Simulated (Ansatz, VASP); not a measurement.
# Cross-check of Ge (Germanium) between VASP and Ansatz, part 2 of 3

Aim: how closely do two programs agree when they are given the same cell, functional and k mesh? The cell is taken from a series of runs on this material, whose earlier steps may have relaxed, scaled, displaced or heated it; both programs get it as it stands.

VASP 6.6.1 and Ansatz 0.2.0.

So far: Starting point; Ansatz: zone-centre phonons, PBEsol.

**3. VASP: zone-centre phonons, PBEsol**

Level of this step: PBEsol; plane waves and PAW (Ge_d) (VASP).

The same cell, functional, mesh and smearing now go to VASP, with its own data sets.

Lines of VASP's logs that name or quote its potential files are left out, and so is its time.

The input, INCAR:

```
SYSTEM = Ge
PREC = Accurate
ENCUT = 500
EDIFF = 1E-08
NELM = 120
ISMEAR = 0
SIGMA = 0.015
LREAL = .FALSE.
ALGO = Normal
GGA = PS
NBANDS = 20
LORBIT = 11
LWAVE = .FALSE.
LCHARG = .FALSE.
ISIF = 2
ISYM = 2
IBRION = 8
LASPH = .TRUE.
GGA_COMPAT = .FALSE.
KPAR = 2
```

The input, POSCAR:

```
Ge
1.0
    0.0000000000      2.7242613469      2.9236118935
    2.7242613469      0.0000000000      2.9236118935
    2.7242613469      2.7242613469      0.0000000000
Ge
2
Direct
    0.4999930467      0.4999930467      0.4999564248
    0.7500069533      0.7500069533      0.7500435752
```

The input, KPOINTS:

```
Points of the shifted mesh
1728
Reciprocal
 0.0416666667  0.0416666667  0.0416666667 1
 0.0416666667  0.0416666667  0.1250000000 1
 0.0416666667  0.0416666667  0.2083333333 1
 0.0416666667  0.0416666667  0.2916666667 1
 0.0416666667  0.0416666667  0.3750000000 1
 0.0416666667  0.0416666667  0.4583333333 1
 0.0416666667  0.0416666667  0.5416666667 1
 0.0416666667  0.0416666667  0.6250000000 1
 0.0416666667  0.0416666667  0.7083333333 1
 0.0416666667  0.0416666667  0.7916666667 1
 0.0416666667  0.0416666667  0.8750000000 1
 0.0416666667  0.0416666667  0.9583333333 1
 0.0416666667  0.1250000000  0.0416666667 1
 0.0416666667  0.1250000000  0.1250000000 1
 0.0416666667  0.1250000000  0.2083333333 1
 0.0416666667  0.1250000000  0.2916666667 1
 0.0416666667  0.1250000000  0.3750000000 1
 0.0416666667  0.1250000000  0.4583333333 1
 0.0416666667  0.1250000000  0.5416666667 1
 0.0416666667  0.1250000000  0.6250000000 1
 0.0416666667  0.1250000000  0.7083333333 1
 0.0416666667  0.1250000000  0.7916666667 1
 0.0416666667  0.1250000000  0.8750000000 1
 0.0416666667  0.1250000000  0.9583333333 1
 0.0416666667  0.2083333333  0.0416666667 1
 0.0416666667  0.2083333333  0.1250000000 1
 0.0416666667  0.2083333333  0.2083333333 1
 0.0416666667  0.2083333333  0.2916666667 1
 0.0416666667  0.2083333333  0.3750000000 1
 0.0416666667  0.2083333333  0.4583333333 1
 0.0416666667  0.2083333333  0.5416666667 1
 0.0416666667  0.2083333333  0.6250000000 1
 0.0416666667  0.2083333333  0.7083333333 1
 0.0416666667  0.2083333333  0.7916666667 1
 0.0416666667  0.2083333333  0.8750000000 1
 0.0416666667  0.2083333333  0.9583333333 1
 0.0416666667  0.2916666667  0.0416666667 1
 0.0416666667  0.2916666667  0.1250000000 1
 0.0416666667  0.2916666667  0.2083333333 1
 0.0416666667  0.2916666667  0.2916666667 1
 0.0416666667  0.2916666667  0.3750000000 1
 0.0416666667  0.2916666667  0.4583333333 1
 0.0416666667  0.2916666667  0.5416666667 1
 0.0416666667  0.2916666667  0.6250000000 1
 0.0416666667  0.2916666667  0.7083333333 1
 0.0416666667  0.2916666667  0.7916666667 1
 0.0416666667  0.2916666667  0.8750000000 1
 0.0416666667  0.2916666667  0.9583333333 1
 0.0416666667  0.3750000000  0.0416666667 1
 0.0416666667  0.3750000000  0.1250000000 1
 0.0416666667  0.3750000000  0.2083333333 1
 0.0416666667  0.3750000000  0.2916666667 1
 0.0416666667  0.3750000000  0.3750000000 1
 0.0416666667  0.3750000000  0.4583333333 1
 0.0416666667  0.3750000000  0.5416666667 1
 0.0416666667  0.3750000000  0.6250000000 1
 0.0416666667  0.3750000000  0.7083333333 1
 0.0416666667  0.3750000000  0.7916666667 1
 0.0416666667  0.3750000000  0.8750000000 1
 0.0416666667  0.3750000000  0.9583333333 1
 0.0416666667  0.4583333333  0.0416666667 1
 0.0416666667  0.4583333333  0.1250000000 1
 0.0416666667  0.4583333333  0.2083333333 1
 0.0416666667  0.4583333333  0.2916666667 1
 0.0416666667  0.4583333333  0.3750000000 1
 0.0416666667  0.4583333333  0.4583333333 1
 0.0416666667  0.4583333333  0.5416666667 1
 0.0416666667  0.4583333333  0.6250000000 1
 0.0416666667  0.4583333333  0.7083333333 1
 0.0416666667  0.4583333333  0.7916666667 1
 0.0416666667  0.4583333333  0.8750000000 1
 0.0416666667  0.4583333333  0.9583333333 1
 0.0416666667  0.5416666667  0.0416666667 1
 0.0416666667  0.5416666667  0.1250000000 1
 0.0416666667  0.5416666667  0.2083333333 1
 0.0416666667  0.5416666667  0.2916666667 1
 0.0416666667  0.5416666667  0.3750000000 1
 0.0416666667  0.5416666667  0.4583333333 1
 0.0416666667  0.5416666667  0.5416666667 1
 0.0416666667  0.5416666667  0.6250000000 1
 0.0416666667  0.5416666667  0.7083333333 1
 0.0416666667  0.5416666667  0.7916666667 1
 0.0416666667  0.5416666667  0.8750000000 1
 0.0416666667  0.5416666667  0.9583333333 1
 0.0416666667  0.6250000000  0.0416666667 1
 0.0416666667  0.6250000000  0.1250000000 1
 0.0416666667  0.6250000000  0.2083333333 1
 0.0416666667  0.6250000000  0.2916666667 1
 0.0416666667  0.6250000000  0.3750000000 1
 0.0416666667  0.6250000000  0.4583333333 1
 0.0416666667  0.6250000000  0.5416666667 1
 0.0416666667  0.6250000000  0.6250000000 1
 0.0416666667  0.6250000000  0.7083333333 1
 0.0416666667  0.6250000000  0.7916666667 1
 0.0416666667  0.6250000000  0.8750000000 1
 0.0416666667  0.6250000000  0.9583333333 1
 0.0416666667  0.7083333333  0.0416666667 1
 0.0416666667  0.7083333333  0.1250000000 1
 0.0416666667  0.7083333333  0.2083333333 1
 0.0416666667  0.7083333333  0.2916666667 1
 0.0416666667  0.7083333333  0.3750000000 1
 0.0416666667  0.7083333333  0.4583333333 1
 0.0416666667  0.7083333333  0.5416666667 1
 0.0416666667  0.7083333333  0.6250000000 1
 0.0416666667  0.7083333333  0.7083333333 1
 0.0416666667  0.7083333333  0.7916666667 1
 0.0416666667  0.7083333333  0.8750000000 1
 0.0416666667  0.7083333333  0.9583333333 1
 0.0416666667  0.7916666667  0.0416666667 1
 0.0416666667  0.7916666667  0.1250000000 1
 0.0416666667  0.7916666667  0.2083333333 1
 0.0416666667  0.7916666667  0.2916666667 1
[... 1390 lines left out ...]
 0.8750000000  0.4583333333  0.1250000000 1
 0.8750000000  0.4583333333  0.2083333333 1
 0.8750000000  0.4583333333  0.2916666667 1
 0.8750000000  0.4583333333  0.3750000000 1
 0.8750000000  0.4583333333  0.4583333333 1
 0.8750000000  0.4583333333  0.5416666667 1
 0.8750000000  0.4583333333  0.6250000000 1
 0.8750000000  0.4583333333  0.7083333333 1
 0.8750000000  0.4583333333  0.7916666667 1
 0.8750000000  0.4583333333  0.8750000000 1
 0.8750000000  0.4583333333  0.9583333333 1
 0.8750000000  0.5416666667  0.0416666667 1
 0.8750000000  0.5416666667  0.1250000000 1
 0.8750000000  0.5416666667  0.2083333333 1
 0.8750000000  0.5416666667  0.2916666667 1
 0.8750000000  0.5416666667  0.3750000000 1
 0.8750000000  0.5416666667  0.4583333333 1
 0.8750000000  0.5416666667  0.5416666667 1
 0.8750000000  0.5416666667  0.6250000000 1
 0.8750000000  0.5416666667  0.7083333333 1
 0.8750000000  0.5416666667  0.7916666667 1
 0.8750000000  0.5416666667  0.8750000000 1
 0.8750000000  0.5416666667  0.9583333333 1
 0.8750000000  0.6250000000  0.0416666667 1
 0.8750000000  0.6250000000  0.1250000000 1
 0.8750000000  0.6250000000  0.2083333333 1
 0.8750000000  0.6250000000  0.2916666667 1
 0.8750000000  0.6250000000  0.3750000000 1
 0.8750000000  0.6250000000  0.4583333333 1
 0.8750000000  0.6250000000  0.5416666667 1
 0.8750000000  0.6250000000  0.6250000000 1
 0.8750000000  0.6250000000  0.7083333333 1
 0.8750000000  0.6250000000  0.7916666667 1
 0.8750000000  0.6250000000  0.8750000000 1
 0.8750000000  0.6250000000  0.9583333333 1
 0.8750000000  0.7083333333  0.0416666667 1
 0.8750000000  0.7083333333  0.1250000000 1
 0.8750000000  0.7083333333  0.2083333333 1
 0.8750000000  0.7083333333  0.2916666667 1
 0.8750000000  0.7083333333  0.3750000000 1
 0.8750000000  0.7083333333  0.4583333333 1
 0.8750000000  0.7083333333  0.5416666667 1
 0.8750000000  0.7083333333  0.6250000000 1
 0.8750000000  0.7083333333  0.7083333333 1
 0.8750000000  0.7083333333  0.7916666667 1
 0.8750000000  0.7083333333  0.8750000000 1
 0.8750000000  0.7083333333  0.9583333333 1
 0.8750000000  0.7916666667  0.0416666667 1
 0.8750000000  0.7916666667  0.1250000000 1
 0.8750000000  0.7916666667  0.2083333333 1
 0.8750000000  0.7916666667  0.2916666667 1
 0.8750000000  0.7916666667  0.3750000000 1
 0.8750000000  0.7916666667  0.4583333333 1
 0.8750000000  0.7916666667  0.5416666667 1
 0.8750000000  0.7916666667  0.6250000000 1
 0.8750000000  0.7916666667  0.7083333333 1
 0.8750000000  0.7916666667  0.7916666667 1
 0.8750000000  0.7916666667  0.8750000000 1
 0.8750000000  0.7916666667  0.9583333333 1
 0.8750000000  0.8750000000  0.0416666667 1
 0.8750000000  0.8750000000  0.1250000000 1
 0.8750000000  0.8750000000  0.2083333333 1
 0.8750000000  0.8750000000  0.2916666667 1
 0.8750000000  0.8750000000  0.3750000000 1
 0.8750000000  0.8750000000  0.4583333333 1
 0.8750000000  0.8750000000  0.5416666667 1
 0.8750000000  0.8750000000  0.6250000000 1
 0.8750000000  0.8750000000  0.7083333333 1
 0.8750000000  0.8750000000  0.7916666667 1
 0.8750000000  0.8750000000  0.8750000000 1
 0.8750000000  0.8750000000  0.9583333333 1
 0.8750000000  0.9583333333  0.0416666667 1
 0.8750000000  0.9583333333  0.1250000000 1
 0.8750000000  0.9583333333  0.2083333333 1
 0.8750000000  0.9583333333  0.2916666667 1
 0.8750000000  0.9583333333  0.3750000000 1
 0.8750000000  0.9583333333  0.4583333333 1
 0.8750000000  0.9583333333  0.5416666667 1
 0.8750000000  0.9583333333  0.6250000000 1
 0.8750000000  0.9583333333  0.7083333333 1
 0.8750000000  0.9583333333  0.7916666667 1
 0.8750000000  0.9583333333  0.8750000000 1
 0.8750000000  0.9583333333  0.9583333333 1
 0.9583333333  0.0416666667  0.0416666667 1
 0.9583333333  0.0416666667  0.1250000000 1
 0.9583333333  0.0416666667  0.2083333333 1
 0.9583333333  0.0416666667  0.2916666667 1
 0.9583333333  0.0416666667  0.3750000000 1
 0.9583333333  0.0416666667  0.4583333333 1
 0.9583333333  0.0416666667  0.5416666667 1
 0.9583333333  0.0416666667  0.6250000000 1
 0.9583333333  0.0416666667  0.7083333333 1
 0.9583333333  0.0416666667  0.7916666667 1
 0.9583333333  0.0416666667  0.8750000000 1
 0.9583333333  0.0416666667  0.9583333333 1
 0.9583333333  0.1250000000  0.0416666667 1
 0.9583333333  0.1250000000  0.1250000000 1
 0.9583333333  0.1250000000  0.2083333333 1
 0.9583333333  0.1250000000  0.2916666667 1
 0.9583333333  0.1250000000  0.3750000000 1
 0.9583333333  0.1250000000  0.4583333333 1
 0.9583333333  0.1250000000  0.5416666667 1
 0.9583333333  0.1250000000  0.6250000000 1
 0.9583333333  0.1250000000  0.7083333333 1
 0.9583333333  0.1250000000  0.7916666667 1
 0.9583333333  0.1250000000  0.8750000000 1
 0.9583333333  0.1250000000  0.9583333333 1
 0.9583333333  0.2083333333  0.0416666667 1
 0.9583333333  0.2083333333  0.1250000000 1
 0.9583333333  0.2083333333  0.2083333333 1
 0.9583333333  0.2083333333  0.2916666667 1
 0.9583333333  0.2083333333  0.3750000000 1
 0.9583333333  0.2083333333  0.4583333333 1
 0.9583333333  0.2083333333  0.5416666667 1
 0.9583333333  0.2083333333  0.6250000000 1
 0.9583333333  0.2083333333  0.7083333333 1
 0.9583333333  0.2083333333  0.7916666667 1
 0.9583333333  0.2083333333  0.8750000000 1
 0.9583333333  0.2083333333  0.9583333333 1
 0.9583333333  0.2916666667  0.0416666667 1
 0.9583333333  0.2916666667  0.1250000000 1
 0.9583333333  0.2916666667  0.2083333333 1
 0.9583333333  0.2916666667  0.2916666667 1
 0.9583333333  0.2916666667  0.3750000000 1
 0.9583333333  0.2916666667  0.4583333333 1
 0.9583333333  0.2916666667  0.5416666667 1
 0.9583333333  0.2916666667  0.6250000000 1
 0.9583333333  0.2916666667  0.7083333333 1
 0.9583333333  0.2916666667  0.7916666667 1
 0.9583333333  0.2916666667  0.8750000000 1
 0.9583333333  0.2916666667  0.9583333333 1
 0.9583333333  0.3750000000  0.0416666667 1
 0.9583333333  0.3750000000  0.1250000000 1
 0.9583333333  0.3750000000  0.2083333333 1
 0.9583333333  0.3750000000  0.2916666667 1
 0.9583333333  0.3750000000  0.3750000000 1
 0.9583333333  0.3750000000  0.4583333333 1
 0.9583333333  0.3750000000  0.5416666667 1
 0.9583333333  0.3750000000  0.6250000000 1
 0.9583333333  0.3750000000  0.7083333333 1
 0.9583333333  0.3750000000  0.7916666667 1
 0.9583333333  0.3750000000  0.8750000000 1
 0.9583333333  0.3750000000  0.9583333333 1
 0.9583333333  0.4583333333  0.0416666667 1
 0.9583333333  0.4583333333  0.1250000000 1
 0.9583333333  0.4583333333  0.2083333333 1
 0.9583333333  0.4583333333  0.2916666667 1
 0.9583333333  0.4583333333  0.3750000000 1
 0.9583333333  0.4583333333  0.4583333333 1
 0.9583333333  0.4583333333  0.5416666667 1
 0.9583333333  0.4583333333  0.6250000000 1
 0.9583333333  0.4583333333  0.7083333333 1
 0.9583333333  0.4583333333  0.7916666667 1
 0.9583333333  0.4583333333  0.8750000000 1
 0.9583333333  0.4583333333  0.9583333333 1
 0.9583333333  0.5416666667  0.0416666667 1
 0.9583333333  0.5416666667  0.1250000000 1
 0.9583333333  0.5416666667  0.2083333333 1
 0.9583333333  0.5416666667  0.2916666667 1
 0.9583333333  0.5416666667  0.3750000000 1
 0.9583333333  0.5416666667  0.4583333333 1
 0.9583333333  0.5416666667  0.5416666667 1
 0.9583333333  0.5416666667  0.6250000000 1
 0.9583333333  0.5416666667  0.7083333333 1
 0.9583333333  0.5416666667  0.7916666667 1
 0.9583333333  0.5416666667  0.8750000000 1
 0.9583333333  0.5416666667  0.9583333333 1
 0.9583333333  0.6250000000  0.0416666667 1
 0.9583333333  0.6250000000  0.1250000000 1
 0.9583333333  0.6250000000  0.2083333333 1
 0.9583333333  0.6250000000  0.2916666667 1
 0.9583333333  0.6250000000  0.3750000000 1
 0.9583333333  0.6250000000  0.4583333333 1
 0.9583333333  0.6250000000  0.5416666667 1
 0.9583333333  0.6250000000  0.6250000000 1
 0.9583333333  0.6250000000  0.7083333333 1
 0.9583333333  0.6250000000  0.7916666667 1
 0.9583333333  0.6250000000  0.8750000000 1
 0.9583333333  0.6250000000  0.9583333333 1
 0.9583333333  0.7083333333  0.0416666667 1
 0.9583333333  0.7083333333  0.1250000000 1
 0.9583333333  0.7083333333  0.2083333333 1
 0.9583333333  0.7083333333  0.2916666667 1
 0.9583333333  0.7083333333  0.3750000000 1
 0.9583333333  0.7083333333  0.4583333333 1
 0.9583333333  0.7083333333  0.5416666667 1
 0.9583333333  0.7083333333  0.6250000000 1
 0.9583333333  0.7083333333  0.7083333333 1
 0.9583333333  0.7083333333  0.7916666667 1
 0.9583333333  0.7083333333  0.8750000000 1
 0.9583333333  0.7083333333  0.9583333333 1
 0.9583333333  0.7916666667  0.0416666667 1
 0.9583333333  0.7916666667  0.1250000000 1
 0.9583333333  0.7916666667  0.2083333333 1
 0.9583333333  0.7916666667  0.2916666667 1
 0.9583333333  0.7916666667  0.3750000000 1
 0.9583333333  0.7916666667  0.4583333333 1
 0.9583333333  0.7916666667  0.5416666667 1
 0.9583333333  0.7916666667  0.6250000000 1
 0.9583333333  0.7916666667  0.7083333333 1
 0.9583333333  0.7916666667  0.7916666667 1
 0.9583333333  0.7916666667  0.8750000000 1
 0.9583333333  0.7916666667  0.9583333333 1
 0.9583333333  0.8750000000  0.0416666667 1
 0.9583333333  0.8750000000  0.1250000000 1
 0.9583333333  0.8750000000  0.2083333333 1
 0.9583333333  0.8750000000  0.2916666667 1
 0.9583333333  0.8750000000  0.3750000000 1
 0.9583333333  0.8750000000  0.4583333333 1
 0.9583333333  0.8750000000  0.5416666667 1
 0.9583333333  0.8750000000  0.6250000000 1
 0.9583333333  0.8750000000  0.7083333333 1
 0.9583333333  0.8750000000  0.7916666667 1
 0.9583333333  0.8750000000  0.8750000000 1
 0.9583333333  0.8750000000  0.9583333333 1
 0.9583333333  0.9583333333  0.0416666667 1
 0.9583333333  0.9583333333  0.1250000000 1
 0.9583333333  0.9583333333  0.2083333333 1
 0.9583333333  0.9583333333  0.2916666667 1
 0.9583333333  0.9583333333  0.3750000000 1
 0.9583333333  0.9583333333  0.4583333333 1
 0.9583333333  0.9583333333  0.5416666667 1
 0.9583333333  0.9583333333  0.6250000000 1
 0.9583333333  0.9583333333  0.7083333333 1
 0.9583333333  0.9583333333  0.7916666667 1
 0.9583333333  0.9583333333  0.8750000000 1
 0.9583333333  0.9583333333  0.9583333333 1
```

The projector-augmented-wave data sets are Ge_d (PBE family, release 64).

On the command line:

```
$ mpirun -np 2 vasp_std
```

Output:

```text
[banner, memory and clock lines left out]
running    2 mpi-ranks, on    1 nodes
 distrk:  each k-point on    1 cores,    2 groups
 distr:  one band on    1 cores,    1 groups

 POSCAR found type information on POSCAR Ge
 POSCAR found :  1 types and       2 ions
|                                                                             |
|               ----> ADVICE to this user running VASP <----                  |
|                                                                             |
|     You enforced a specific xc type in the INCAR file but a different       |
|     [... a line on the potential file left out ...]
|     I HOPE YOU KNOW WHAT YOU ARE DOING!                                     |
|                                                                             |

 LDA part: xc-table for (Slater+PW92), standard interpolation
 POSCAR, INCAR and KPOINTS ok, starting setup
 FFT: planning ... GRIDC
 FFT: planning ... GRID_SOFT
 FFT: planning ... GRID
 WAVECAR not read
 entering main loop
       N       E                     dE             d eps       ncg     rms          rms(c)
DAV:   1     0.181075802932E+03    0.18108E+03   -0.14587E+04 74728   0.379E+03
DAV:   2     0.150838150525E+02   -0.16599E+03   -0.16145E+03 69292   0.584E+02
DAV:   3    -0.921175144712E+01   -0.24296E+02   -0.24115E+02 77836   0.143E+02
DAV:   4    -0.996976746350E+01   -0.75802E+00   -0.75744E+00 78248   0.299E+01
DAV:   5    -0.998200800414E+01   -0.12241E-01   -0.12240E-01 77700   0.411E+00    0.344E+00
DAV:   6    -0.986551218858E+01    0.11650E+00   -0.40215E-02 87224   0.238E+00    0.195E+00
DAV:   7    -0.981052636197E+01    0.54986E-01   -0.69683E-02 72092   0.260E+00    0.157E-01
DAV:   8    -0.981158981177E+01   -0.10634E-02   -0.73783E-03 79348   0.121E+00    0.538E-02
DAV:   9    -0.981170340626E+01   -0.11359E-03   -0.20561E-04 76240   0.185E-01    0.919E-03
DAV:  10    -0.981171008915E+01   -0.66829E-05   -0.14198E-05 95312   0.412E-02    0.517E-03
DAV:  11    -0.981171118611E+01   -0.10970E-05   -0.27641E-06 90680   0.229E-02    0.154E-03
DAV:  12    -0.981171092107E+01    0.26503E-06   -0.41806E-07 93320   0.131E-02    0.421E-04
DAV:  13    -0.981171088280E+01    0.38271E-07   -0.12852E-08 62792   0.149E-03    0.226E-04
DAV:  14    -0.981171086360E+01    0.19205E-07   -0.18269E-09 42888   0.525E-04    0.536E-05
DAV:  15    -0.981171085999E+01    0.36052E-08   -0.12993E-09 39332   0.665E-04
   1 F= -.98117109E+01 E0= -.98117015E+01  d E =-.186912E-04
 Linear response reoptimize wavefunctions to high precision
DAV:   1    -0.981171085909E+01    0.90404E-09   -0.26096E-10 41288   0.202E-04
DAV:   2    -0.981171085908E+01    0.27285E-11   -0.57417E-11 38044   0.104E-04
 Linear response DOF=           2
 Linear response progress:
  Degree of freedom:   1/  2
       N       E                     dE             d eps       ncg     rms          rms(c)
RMM:   1    -0.186144353563E+00   -0.18614E+00    0.87889E+00 83762   0.459E+01
RMM:   2    -0.193383792501E+00   -0.72394E-02   -0.13473E-02111176   0.113E+00    0.760E-02
RMM:   3    -0.193442212465E+00   -0.58420E-04   -0.99291E-04119328   0.323E-01    0.440E-02
RMM:   4    -0.193372924994E+00    0.69287E-04   -0.63658E-05126626   0.799E-02    0.477E-03
RMM:   5    -0.193376097110E+00   -0.31721E-05   -0.33061E-06121715   0.170E-02    0.256E-03
RMM:   6    -0.193383279577E+00   -0.71825E-05   -0.23403E-07124666   0.485E-03    0.336E-04
RMM:   7    -0.193382232960E+00    0.10466E-05   -0.20390E-08127446   0.138E-03    0.194E-04
RMM:   8    -0.193380828340E+00    0.14046E-05   -0.24795E-09129038   0.502E-04    0.364E-05
RMM:   9    -0.193380781310E+00    0.47030E-07   -0.12502E-09130215   0.187E-04    0.191E-05
RMM:  10    -0.193380874148E+00   -0.92837E-07   -0.87485E-10130738   0.771E-05    0.473E-06
RMM:  11    -0.193380902187E+00   -0.28039E-07   -0.10564E-08133599   0.360E-05    0.226E-06
RMM:  12    -0.193380920675E+00   -0.18488E-07   -0.73574E-09126084   0.192E-05    0.125E-06
RMM:  13    -0.193380931932E+00   -0.11257E-07   -0.12428E-09111322   0.122E-05    0.226E-07
RMM:  14    -0.193380933120E+00   -0.11883E-08   -0.64868E-10 88197   0.880E-06    0.757E-08
 first order change of Fermi-energy   0.70309E+00
 force on displaced ion       1 direction 1 : -11.989   0.056  -0.176
 Linear response progress:
  Degree of freedom:   2/  2
       N       E                     dE             d eps       ncg     rms          rms(c)
RMM:   1    -0.186883798102E+00   -0.18688E+00    0.82534E+00 83174   0.447E+01
RMM:   2    -0.194220968563E+00   -0.73372E-02   -0.14317E-02111635   0.116E+00    0.833E-02
RMM:   3    -0.194297736737E+00   -0.76768E-04   -0.10047E-03120134   0.322E-01    0.479E-02
RMM:   4    -0.194255195781E+00    0.42541E-04   -0.62967E-05127334   0.799E-02    0.458E-03
RMM:   5    -0.194254461162E+00    0.73462E-06   -0.32998E-06122404   0.171E-02    0.258E-03
RMM:   6    -0.194255623982E+00   -0.11628E-05   -0.18564E-07124893   0.470E-03    0.325E-04
RMM:   7    -0.194254613937E+00    0.10100E-05   -0.43772E-08126875   0.137E-03    0.144E-04
RMM:   8    -0.194253536831E+00    0.10771E-05    0.11489E-09128007   0.507E-04    0.343E-05
RMM:   9    -0.194253540777E+00   -0.39454E-08   -0.28077E-09130076   0.196E-04    0.166E-05
 first order change of Fermi-energy   0.30611E+01
 force on displaced ion       1 direction 3 :  -0.164  -0.164 -12.214
 Linear response finished
```

(Continued in part 3 of 3.)

[Lines on the potential files, build, host, timing and source positions are cut from VASP's logs without a mark.]

[Logs are printed without paths, hosts, clocks, repeated set-up lines and the standing remarks that a program may print on its own settings, such as how far it seeks lower states.]

[Hosts, paths, dates, database ids (printed as entryN), source tags and the programs' standing remarks are cut or masked in the printed files.]
